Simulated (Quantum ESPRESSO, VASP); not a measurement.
The input files of a VASP run:

### POSCAR
```
AgI
1
    0.0000000000     3.2500000000     3.2500000000
    3.2500000000     0.0000000000     3.2500000000
    3.2500000000     3.2500000000     0.0000000000
Ag I
1 1
Direct
  0.0000000000   0.0000000000   0.0000000000
  0.2500000000   0.2500000000   0.2500000000
```

KPOINTS:
```
kpoints
0
gamma
  9 9 9
0 0 0
```

### INCAR
```
SYSTEM = AgI
PREC = Accurate
ENCUT = 300
EDIFF = 1E-6
NELM = 100
ALGO = Normal
LREAL = .FALSE.
LASPH = .TRUE.
ISMEAR = -1
SIGMA = 0.05
GGA = PE
LMAXMIX = 4
LWAVE = .FALSE.
LCHARG = .FALSE.
ISIF = 2
LSORBIT = .TRUE.
LNONCOLLINEAR = .TRUE.
MAGMOM = 0.0 0.0 0.0 0.0 0.0 0.0
GGA_COMPAT = .FALSE.
LORBIT = 11
```

POTCAR, in this order: Ag I (PBE.64 set). Program: vasp_ncl.

Question: Translate it to Quantum ESPRESSO.

Answer: One input that does it (PBE, spin-orbit coupling, PSlibrary fully relativistic PAW (PBE) pseudopotentials):
```
&CONTROL
 calculation = 'scf',
 prefix = 'agi',
 outdir = './work',
 pseudo_dir = './',
 tprnfor = .true.,
 tstress = .true.,
/
&SYSTEM
 ibrav = 2,
 celldm(1) = 12.2832198101,
 nat = 2,
 ntyp = 2,
 ecutwfc = 50,
 ecutrho = 300,
 occupations = 'smearing',
 smearing = 'fd',
 degauss = 0.0036749,
 noncolin = .true.,
 lspinorb = .true.,
/
&ELECTRONS
 conv_thr = 1.0e-11,
 mixing_beta = 0.3,
/
ATOMIC_SPECIES
Ag   107.8682  Ag.rel-pbe-n-kjpaw_psl.1.0.0.UPF
I    126.9045  I.rel-pbe-n-kjpaw_psl.1.0.0.UPF
ATOMIC_POSITIONS {crystal}
Ag    0.0000000000    0.0000000000    0.0000000000
I     0.2500000000    0.2500000000    0.2500000000
K_POINTS {automatic}
9 9 9  0 0 0
```
The two runs describe the same crystal, functional and task. Each code takes its own potentials, basis and convergence tests.

The structure is a typed AgI crystal (F-43m). The cell was not relaxed at this level, and it may have been scaled.
